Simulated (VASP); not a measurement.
```yaml
crystal:
  lattice:
    - [0.00000, 2.52354, 2.52354]
    - [2.52354, 0.00000, 2.52354]
    - [2.52354, 2.52354, 0.00000]
  atoms:
    - { symbol: Pb, position: [0.00000, 0.00000, 0.00000] }
```

Computed with PBE GGA with D3 dispersion (Becke-Johnson damping), VASP's PBE PAW potentials (set 64) (plane waves; VASP). Run with 520 eV cut-off, 13×13×13 Γ-centred mesh, first-order Methfessel-Paxton smearing of 0.10 eV, potentials Pb_d.

Task: Give the stress tensor in GPa (positive for a compressed cell).

Result: 
```
-2.17   0.00   0.00
 0.00  -2.17   0.00
 0.00   0.00  -2.17
```
The pressure is its mean diagonal, -2.17 GPa.

The compound is Pb in the fcc structure. This cell is one point of a volume scan, at 1.06 of the reference volume.
